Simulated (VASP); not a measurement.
These are PBE GGA with D3 dispersion (Becke-Johnson damping), VASP's PBE PAW potentials (set 64) (plane waves; VASP) values and carry that method's errors.

The input files of a VASP run:

**KPOINTS**
```
Automatic mesh
0
Gamma
11 11 11
0 0 0
```

### POSCAR
```
HgTe
1
    0.0000000000     3.2751788678     3.2751788678
    3.2751788678     0.0000000000     3.2751788678
    3.2751788678     3.2751788678     0.0000000000
Hg Te
1 1
Direct
  0.0000000000   0.0000000000   0.0000000000
  0.2500000000   0.2500000000   0.2500000000
```

INCAR:
```
SYSTEM = HgTe
PREC = Accurate; ENCUT = 520; LREAL = .False.
LASPH = .True.
EDIFF = 1E-7; NELM = 100; ALGO = Normal
LMAXMIX = 6
ISMEAR = -5
GGA = PE; IVDW = 12
ISIF = 2
LWAVE = .False.; LCHARG = .True.; LORBIT = 11
NEDOS = 601
```

POTCAR, in this order: Hg Te (PBE.64 set). Program: vasp_std.

The resulting files:

OSZICAR:
```
       N       E                     dE             d eps       ncg     rms          rms(c)
DAV:   1     0.106798092552E+03    0.10680E+03   -0.80108E+03  1456   0.119E+03
DAV:   2     0.571615245279E+00   -0.10623E+03   -0.10167E+03  1591   0.265E+02
DAV:   3    -0.379368230960E+01   -0.43653E+01   -0.43455E+01  1766   0.552E+01
DAV:   4    -0.383871418184E+01   -0.45032E-01   -0.45024E-01  1982   0.514E+00
DAV:   5    -0.383899397996E+01   -0.27980E-03   -0.27979E-03  1744   0.328E-01    0.728E+00
DAV:   6    -0.363947269310E+01    0.19952E+00   -0.49122E-01  1651   0.102E+01    0.580E+00
DAV:   7    -0.363336805355E+01    0.61046E-02   -0.10689E-01  1661   0.255E+00    0.217E+00
DAV:   8    -0.363267476050E+01    0.69329E-03   -0.10832E-02  1501   0.140E+00    0.580E-01
DAV:   9    -0.363271112663E+01   -0.36366E-04   -0.83578E-04  1736   0.362E-01    0.129E-01
DAV:  10    -0.363274145212E+01   -0.30325E-04   -0.95232E-05  1629   0.977E-02    0.531E-02
DAV:  11    -0.363275694343E+01   -0.15491E-04   -0.38656E-05  1576   0.542E-02    0.347E-02
DAV:  12    -0.363275518277E+01    0.17607E-05   -0.48661E-06  1706   0.209E-02    0.183E-02
DAV:  13    -0.363275511791E+01    0.64862E-07   -0.45463E-07  1621   0.427E-03
   1 F= -.43203694E+01 E0= -.43203694E+01  d E =0.000000E+00
```

File OUTCAR:
```
------------------------ aborting loop because EDIFF is reached ----------------------------------------
 Edisp (eV)   -0.68761
  FORCE on cell =-STRESS in cart. coord.  units (eV):
  Direction    XX          YY          ZZ          XY          YZ          ZX
  --------------------------------------------------------------------------------------
  Total      -0.01482    -0.01482    -0.01482    -0.00000     0.00000     0.00000
  in kB      -0.33782    -0.33782    -0.33782    -0.00000     0.00000     0.00000
  external pressure =       -0.34 kB  Pullay stress =        0.00 kB
  volume of cell :       70.26
      direct lattice vectors                 reciprocal lattice vectors
     0.000000000  3.275178868  3.275178868    -0.152663418  0.152663418  0.152663418
     3.275178868  0.000000000  3.275178868     0.152663418 -0.152663418  0.152663418
     3.275178868  3.275178868  0.000000000     0.152663418  0.152663418 -0.152663418
 POSITION                                       TOTAL-FORCE (eV/Angst)
 -----------------------------------------------------------------------------------
      0.00000      0.00000      0.00000         0.000000      0.000000      0.000000
      1.63759      1.63759      1.63759        -0.000000     -0.000000      0.000000
 -----------------------------------------------------------------------------------
    total drift:                               -0.000000     -0.000000     -0.000000
  FREE ENERGIE OF THE ION-ELECTRON SYSTEM (eV)
  ---------------------------------------------------
  free  energy   TOTEN  =        -4.3203694055 eV

  energy  without entropy=       -4.3203694055  energy(sigma->0) =       -4.32036941

 total charge

# of ion       s       p       d       tot
------------------------------------------
    1        0.745   0.390   9.359  10.495
    2        1.371   1.962   0.029   3.363
--------------------------------------------------
tot          2.117   2.352   9.388  13.857
```
(Selected blocks of OUTCAR.)

For a metal the tetrahedron method with Blöchl corrections gives inexact stress and forces.

The compound is HgTe in the zinc blende structure. It was relaxed first.
